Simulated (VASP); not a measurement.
# GaReSi (P4/nmm) in VASP: single point with PBE

Aim: the single point of GaReSi with PBE.

Program: VASP 6.6.1. These are calculated values, not measurements. Logs are shortened: lines on timing, memory, paths and dates and some standing lists are left out, and cuts for length are marked.

## 1. The crystal as given

The structure is tetragonal, space group P4/nmm (No. 129). The conventional cell has a = 3.210 Å, b = 3.210 Å, c = 8.115 Å, α = 90.00°, β = 90.00°, γ = 90.00°. Ga (site symmetry 4mm) is surrounded by 4 Ga at 2.67 Å and 1 Si at 2.67 Å and 5 Re at 2.72 to 2.90 Å. Around Si (site symmetry 4mm) lie 5 Re at 2.54 to 2.55 Å and 4 Si at 2.65 Å and 1 Ga at 2.67 Å. Re (site symmetry 4mm) is surrounded by 5 Si at 2.54 to 2.55 Å and 5 Ga at 2.72 to 2.90 Å.

## 2. Single point, PBE

INCAR

```
PREC = Accurate ; ENCUT = 520
EDIFF = 1E-7 ; ISMEAR = 0
SIGMA = 0.01 ; LREAL = F
LASPH = T ; NELM = 100
ALGO = Fast ; ISIF = 2
LWAVE = F ; LCHARG = F
GGA = PE ; NBANDS = 33
```

KPOINTS

```
Automatic mesh
0
Gamma
  12 12 6
```

POSCAR

```
GaReSi
1.0
    3.2103103542      0.0000000000      0.0000000000
    0.0000000000      3.2103103542      0.0000000000
    0.0000000000      0.0000000000      8.1154343491
Ga Si Re
2 2 2
Direct
    0.5000000000      0.0000000000      0.9136582377
    0.0000000000      0.5000000000      0.0863417623
    0.0000000000      0.5000000000      0.4155231367
    0.5000000000      0.0000000000      0.5844768633
    0.0000000000      0.5000000000      0.7287746583
    0.5000000000      0.0000000000      0.2712253417
```

Potentials or basis: VASP PAW PBE potentials, release 64 (Ga_d, Si, Re).

Run with:

```sh
$ cat potpaw_PBE.64/Ga_d/POTCAR potpaw_PBE.64/Si/POTCAR potpaw_PBE.64/Re/POTCAR > POTCAR
$ mpirun -np 1 vasp_std > vasp.out
```

OUTCAR:

```text
PREC = Accurate
   ENCUT = 520
   EDIFF = 1E-7
   ISMEAR = 0
   LREAL = F
   LASPH = T
   NELM = 100
   ISIF = 2
   GGA = PE

 ion  position               nearest neighbor table
   1  0.500  0.000  0.914-   2 2.67   2 2.67   2 2.67   2 2.67   4 2.67   5 2.72   5 2.72   5 2.72
                             5 2.72   6 2.90
   2  0.000  0.500  0.086-   1 2.67   1 2.67   1 2.67   1 2.67   3 2.67   6 2.72   6 2.72   6 2.72
                             6 2.72   5 2.90
   3  0.000  0.500  0.416-   5 2.54   6 2.55   6 2.55   6 2.55   6 2.55   4 2.65   4 2.65   4 2.65
                             4 2.65   2 2.67
   4  0.500  0.000  0.584-   6 2.54   5 2.55   5 2.55   5 2.55   5 2.55   3 2.65   3 2.65   3 2.65
                             3 2.65   1 2.67
   5  0.000  0.500  0.729-   3 2.54   4 2.55   4 2.55   4 2.55   4 2.55   1 2.72   1 2.72   1 2.72
                             1 2.72   2 2.90
   6  0.500  0.000  0.271-   4 2.54   3 2.55   3 2.55   3 2.55   3 2.55   2 2.72   2 2.72   2 2.72
                             2 2.72   1 2.90

  LATTYP: Found a simple tetragonal cell.
 ALAT       =     3.2103103542
 C/A-ratio  =     2.5279282853

  Lattice vectors:

 A1 = (   3.2103103542,   0.0000000000,   0.0000000000)
 A2 = (   0.0000000000,   3.2103103542,   0.0000000000)
 A3 = (   0.0000000000,   0.0000000000,   8.1154343491)

Analysis of symmetry for initial positions (statically):
=====================================================================
 Subroutine PRICEL returns:
 Original cell was already a primitive cell.

 Routine SETGRP: Setting up the symmetry group for a
 simple tetragonal supercell.

 Subroutine GETGRP returns: Found 16 space group operations
 (whereof  8 operations were pure point group operations)
 out of a pool of 16 trial point group operations.

The static configuration has the point symmetry D_2d.
 The point group associated with its full space group is D_4h.

Analysis of symmetry for dynamics (positions and initial velocities):
=====================================================================
 Subroutine PRICEL returns:
 Original cell was already a primitive cell.

 Routine SETGRP: Setting up the symmetry group for a
 simple tetragonal supercell.

 Subroutine GETGRP returns: Found 16 space group operations
 (whereof  8 operations were pure point group operations)
 out of a pool of 16 trial point group operations.

The dynamic configuration has the point symmetry D_2d.
 The point group associated with its full space group is D_4h.

 Subroutine INISYM returns: Found 16 space group operations
 (whereof  8 operations are pure point group operations),
 and found     1 'primitive' translations

----------------------------------------------------------------------------------------

                                     Primitive cell

  volume of cell :      83.6384

  direct lattice vectors                    reciprocal lattice vectors
     3.210310354  0.000000000  0.000000000     0.311496363  0.000000000  0.000000000
     0.000000000  3.210310354  0.000000000     0.000000000  0.311496363  0.000000000
     0.000000000  0.000000000  8.115434349     0.000000000  0.000000000  0.123221994

  length of vectors
     3.210310354  3.210310354  8.115434349     0.311496363  0.311496363  0.123221994

  position of ions in fractional coordinates (direct lattice)
     0.500000000  0.000000000  0.913658238
     0.000000000  0.500000000  0.086341762
     0.000000000  0.500000000  0.415523137
     0.500000000  0.000000000  0.584476863
     0.000000000  0.500000000  0.728774658
     0.500000000  0.000000000  0.271225342

  ion indices of the primitive-cell ions
   primitive index   ion index
                 1           1
                 2           2
                 3           3
                 4           4
                 5           5
                 6           6

----------------------------------------------------------------------------------------

 KPOINTS: Automatic mesh

Automatic generation of k-mesh.
 Grid dimensions read from file:
 generate k-points for:   12   12    6

 Generating k-lattice:

  Cartesian coordinates                     Fractional coordinates (reciprocal lattice)
     0.025958030  0.000000000  0.000000000     0.083333333  0.000000000  0.000000000
     0.000000000  0.025958030  0.000000000     0.000000000  0.083333333  0.000000000
     0.000000000  0.000000000  0.020536999     0.000000000  0.000000000  0.166666667

  Length of vectors
     0.025958030  0.025958030  0.020536999

  Shift w.r.t. Gamma in fractional coordinates (k-lattice)
     0.000000000  0.000000000  0.000000000

 Subroutine IBZKPT returns following result:
 ===========================================

 Found    112 irreducible k-points:

 Following reciprocal coordinates:
            Coordinates               Weight
  0.000000  0.000000  0.000000      1.000000
  0.083333  0.000000  0.000000      4.000000
  0.166667  0.000000  0.000000      4.000000
  0.250000  0.000000  0.000000      4.000000
  0.333333  0.000000  0.000000      4.000000
  0.416667  0.000000  0.000000      4.000000
[... 16 lines left out ...]
  0.333333  0.333333  0.000000      4.000000
  0.416667  0.333333  0.000000      8.000000
 [... further k-points ...]
   k-points           NKPTS =    112   k-points in BZ     NKDIM =    112   number of bands    NBANDS=     33
   number of dos      NEDOS =    301   number of ions     NIONS =      6
   total plane-waves  NPLWV =  34560
   dimension x,y,z NGX =    24 NGY =   24 NGZ =   60
   dimension x,y,z NGXF=    48 NGYF=   48 NGZF=  120
   ions per type =               2   2   2
   NGX,Y,Z   is equivalent  to a cutoff of  12.43, 12.43, 12.29 a.u.
   NGXF,Y,Z  is equivalent  to a cutoff of  24.86, 24.86, 24.58 a.u.
 SYSTEM =  unknown system
   PREC   = accura    normal or accurate (medium, high low for compatibility)
   ISTART =      0    job   : 0-new  1-cont  2-samecut
   ICHARG =      2    charge: 1-file 2-atom 10-const
   ISPIN  =      1    spin polarized calculation?
   LNONCOLLINEAR =      F non collinear calculations
   LSORBIT =      F    spin-orbit coupling
   LASPH  =      T    aspherical Exc in radial PAW
   ENCUT  =  520.0 eV  38.22 Ry    6.18 a.u.   5.97  5.97 15.09*2*pi/ulx,y,z
   NELM   =    100;   NELMIN=  2; NELMDL= -5     # of ELM steps
   EDIFF  = 0.1E-06   stopping-criterion for ELM
   LREAL  =      F    real-space projection
   EDIFFG = 0.1E-05   stopping-criterion for IOM
   NSW    =      0    number of steps for IOM
   IBRION =     -1    ionic relax: 0-MD 1-quasi-New 2-CG
   NFREE  =      0    steps in history (QN), initial steepest desc. (CG)
   ISIF   =      2    stress and relaxation
   ISYM   =      2    0-nonsym 1-usesym 2-fastsym
   POTIM  = 0.5000    time-step for ionic-motion
   TEBEG  =    0.0;   TEEND  =   0.0 temperature during run
   PSTRESS=    0.0 pullay stress
   NELECT =      48.0000    total number of electrons
   NUPDOWN=      -1.0000    fix difference up-down
   EMIN   =  10.00;   EMAX   =-10.00  energy-range for DOS
   EFERMI =   0.00;   METHOD = LEGACY
   ISMEAR =     0;   SIGMA  =   0.01  broadening in eV -4-tet -1-fermi 0-gaus
   EFERMI_NEDOS =   21; number of points for ismear=-14 and -15
   IALGO  =     68    algorithm
   IMIX   =      4    mixing-type and parameters
     AMIX     =   0.40;   BMIX     =  1.00
     AMIX_MAG =   1.60;   BMIX_MAG =  1.00
  volume/ion in A,a.u.               =      13.94        94.07
  Fermi-wavevector in a.u.,A,eV,Ry     =   1.360463  2.570902 25.182462  1.850859
  Thomas-Fermi vector in A             =   2.487123
   LORBIT       =      0    0 simple, 1 ext, 2 COOP (PROOUT), +10 PAW based schemes
   GGA     = PE    functional components
   LHFCALC =     F    Hartree Fock is set to
   AEXX    =    0.0000 exact exchange contribution
   IVDW    =     0    specifies the selected vdW correction
   LEPSILON=     F    determine dielectric tensor
   LRPA    =     F    only Hartree local field effects (RPA)
 non-spin polarized calculation
 RMM-DIIS sequential band-by-band and
 Gauss-broadening in eV      SIGMA  =   0.01
  energy-cutoff  :      520.00
  volume of cell :       83.64
 maximum number of plane-waves:      2278
 NGX is ok and might be reduce to    24
   NGX = 11   NGY = 11   NGZ = 31

 number of electron      48.0000009 magnetization

 Free energy of the ion-electron system (eV)
  ---------------------------------------------------
  ext. energy  EPLUGINS =         0.00000000
  ---------------------------------------------------
  free energy    TOTEN  =       -43.28503296 eV

  energy without entropy =      -43.28503296  energy(sigma->0) =      -43.28503296

 E-fermi :   9.2421     XC(G=0): -12.6659

 val. band max:        9.1888857117   @ k =   0.0000   0.0000   0.3333
 cond. band min:       9.3862419206   @ k =   0.2500   0.0000   0.0000
 fundamental gap:      0.1973562088
 Fermi energy:         9.2421487802

 k-point     1 :       0.0000    0.0000    0.0000
  band No.  band energies     occupation
      1      -5.9839      2.00000
      2      -5.9063      2.00000
      3      -5.8506      2.00000
      4      -5.8036      2.00000
      5      -5.8036      2.00000
      6      -5.6678      2.00000
[... 25 lines left out ...]
     32      15.2245      0.00000
     33      15.2518      0.00000

 k-point     2 :       0.0833    0.0000    0.0000
  band No.  band energies     occupation
      1      -5.9755      2.00000
      2      -5.9018      2.00000
      3      -5.8581      2.00000
      4      -5.8106      2.00000
      5      -5.8005      2.00000
      6      -5.6892      2.00000
[... 25 lines left out ...]
     32      15.3043      0.00000
     33      15.9101      0.00000
[... 754 lines left out ...]
     32      13.3190      0.00000
     33      16.0757      0.00000

 k-point    24 :       0.4167    0.3333    0.0000
  band No.  band energies     occupation
      1      -5.9602      2.00000
      2      -5.9130      2.00000
      3      -5.8544      2.00000
      4      -5.7871      2.00000
      5      -5.7470      2.00000
      6      -5.6902      2.00000
[... 25 lines left out ...]
     32      13.7405      0.00000
     33      15.0118      0.00000

 [... further k-points ...]

------------------------ aborting loop because EDIFF is reached ----------------------------------------

  FORCE on cell =-STRESS in cart. coord.  units (eV):
  Direction    XX          YY          ZZ          XY          YZ          ZX
  --------------------------------------------------------------------------------------
  -------------------------------------------------------------------------------------
  Total        0.1484218      0.1484218      0.1450745      0.0000000      0.0000000      0.0000000
  in kB        2.8431680      2.8431680      2.7790466      0.0000000      0.0000000      0.0000000
  external PRESSURE =       2.8217942 kB  Pullay stress =       0.0000000 kB

 VOLUME and BASIS-vectors are now :
 -----------------------------------------------------------------------------
  energy-cutoff  :      520.00
  volume of cell :       83.64
      direct lattice vectors                 reciprocal lattice vectors
     3.210310354  0.000000000  0.000000000     0.311496363  0.000000000  0.000000000
     0.000000000  3.210310354  0.000000000     0.000000000  0.311496363  0.000000000
     0.000000000  0.000000000  8.115434349     0.000000000  0.000000000  0.123221994

 POSITION                                       TOTAL-FORCE (eV/Angst)
 -----------------------------------------------------------------------------------
      1.60516      0.00000      7.41473        -0.000000      0.000000      0.003155
      0.00000      1.60516      0.70070         0.000000      0.000000     -0.003155
      0.00000      1.60516      3.37215         0.000000      0.000000      0.012747
      1.60516      0.00000      4.74328         0.000000      0.000000     -0.012747
      0.00000      1.60516      5.91432         0.000000      0.000000     -0.008299
      1.60516      0.00000      2.20111         0.000000     -0.000000      0.008299
 -----------------------------------------------------------------------------------
    total drift:                                0.000000      0.000000      0.000000

  FREE ENERGIE OF THE ION-ELECTRON SYSTEM (eV)
  ---------------------------------------------------
  free  energy   TOTEN  =       -43.2850329618 eV

  energy  without entropy=      -43.2850329618  energy(sigma->0) =      -43.28503296
```

It took 6.6 min on 1 thread of AMD EPYC 9R45 (Zen 5), shared host; peak memory 0.36 GiB.

What came out:

* Free energy: -43.2850 eV
* Pressure: 0.3 GPa
* Largest force: 0.013 eV/Å
* Band gap on the k mesh: 0.20 eV, indirect (least direct gap 0.87 eV)

Forces on the atoms (eV/Å):
```
Ga   0.000  0.000  0.003
Ga   0.000  0.000 -0.003
Si   0.000  0.000  0.013
Si   0.000  0.000 -0.013
Re   0.000  0.000 -0.008
Re   0.000  0.000  0.008
```

Caveat: spin-orbit coupling is left out, which moves the levels of the heavy elements.
